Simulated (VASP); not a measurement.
```
CELL_PARAMETERS angstrom
      4.29000     0.00000     0.00000
      0.00000     4.29000     0.00000
      0.00000     0.00000     4.29000
ATOMIC_POSITIONS crystal
  Cs 0.00000 0.00000 0.00000
  Br 0.50000 0.50000 0.50000
```

Calculation: PBE GGA with D4 dispersion, VASP's PBE PAW potentials (set 64) (plane waves; VASP 6.6.1). Numerical set-up: 520 eV cut-off, 6×6×6 Γ-centred mesh, Gaussian smearing of 0.050 eV, potentials Cs_sv Br.

Energy and stress use the plane-wave basis of the starting cell.

Question: The ions, cell shape and volume are relaxed. Which structure does the run end with?

Answer: 
```
CELL_PARAMETERS angstrom
      4.32746     0.00000     0.00000
      0.00000     4.32746     0.00000
      0.00000     0.00000     4.32746
ATOMIC_POSITIONS crystal
  Cs 0.00000 0.00000 0.00000
  Br 0.50000 0.50000 0.50000
```
Space group Pm-3m (221), at a tolerance of 0.03 Å.

Question: How do energy and volume change from the first to the last step?

Answer: The energy (σ→0) changes by -1.3 meV/atom and the volume by +2.6 %, in 4 ionic steps.

```
step  E(σ→0) (eV)  max force (eV/Å)  pressure (GPa)  volume (Å³)
----  -----------  ----------------  --------------  -----------
1         -6.3351             0.000            0.40        78.95
2         -6.3371             0.000            0.17        80.09
3         -6.3376             0.000            0.04        80.80
4         -6.3377             0.000            0.00        81.04
```

The compound is CsBr in the CsCl type structure. This run relaxes it. Symmetry was kept, so distortions that lower it aren't found.
